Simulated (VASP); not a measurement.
Consider the following.

```yaml
crystal:
  lattice:
    - [9.56923, -2.07119, -0.00720]
    - [9.56923, 2.07119, -0.00720]
    - [9.12361, 0.00000, 3.55243]
  atoms:
    - { symbol: Bi, position: [0.40066, 0.40066, 0.40066] }
    - { symbol: Bi, position: [0.59934, 0.59934, 0.59934] }
    - { symbol: Se, position: [0.00000, 0.00000, 0.00000] }
    - { symbol: Se, position: [0.21061, 0.21061, 0.21061] }
    - { symbol: Se, position: [0.78939, 0.78939, 0.78939] }
```

Calculation: PBE GGA with D3 dispersion (Becke-Johnson damping), VASP's PBE PAW potentials (set 64) (plane waves; VASP). Run with 520 eV cut-off, 7×7×7 Γ-centred mesh, tetrahedra with Blöchl corrections, potentials Bi_d Se.

The cores are frozen, which limits the accuracy of field gradients.

### Question
Give the principal components of the electric field gradient (V/Å²) and the asymmetry η at each nucleus.

### Answer

| atom | Vxx | Vyy | Vzz | η |
|---|---|---|---|---|
| Bi1 | -3.0 | -3.0 | 6.0 | 0.00 |
| Bi2 | -3.0 | -3.0 | 6.0 | 0.00 |
| Se3 | -33.9 | -33.9 | 67.8 | 0.00 |
| Se4 | 2.8 | 2.8 | -5.6 | 0.00 |
| Se5 | 2.8 | 2.8 | -5.6 | 0.00 |

The compound is Bi2Se3 in the tetradymite structure. It was relaxed first.
